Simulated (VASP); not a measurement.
Given:

```xyz
6
Lattice="4.2160 0.0000 0.0000 0.0000 4.2160 0.0000 0.0000 0.0000 2.6878" Properties=species:S:1:pos:R:3 pbc="T T T"
Si     4.2160     4.2160     0.0000
Si     2.1080     2.1080     1.3439
O      1.2912     1.2912     0.0000
O      3.3992     0.8168     1.3439
O      0.8168     3.3992     1.3439
O      2.9248     2.9248     2.6878
```

Computed with PBE GGA with D3 dispersion (zero damping), VASP's PBE PAW potentials (set 64) (plane waves; VASP). Settings: 520 eV cut-off, 6×6×9 Γ-centred mesh, tetrahedra with Blöchl corrections, potentials Si O.

What does the run give for the energy per atom (σ→0), band gap (on the k-mesh) with the smallest direct gap where there is one?

```json
{
  "band gap (on the k-mesh)": "5.16 eV",
  "smallest direct gap (on the k-mesh)": "5.16 eV",
  "energy per atom (σ→0)": "-7.870 eV/atom"
}
```

Only differences to runs with the same potentials and settings are physical.

The compound is SiO2 in the rutile structure, stishovite, a high-pressure form. It was relaxed first.
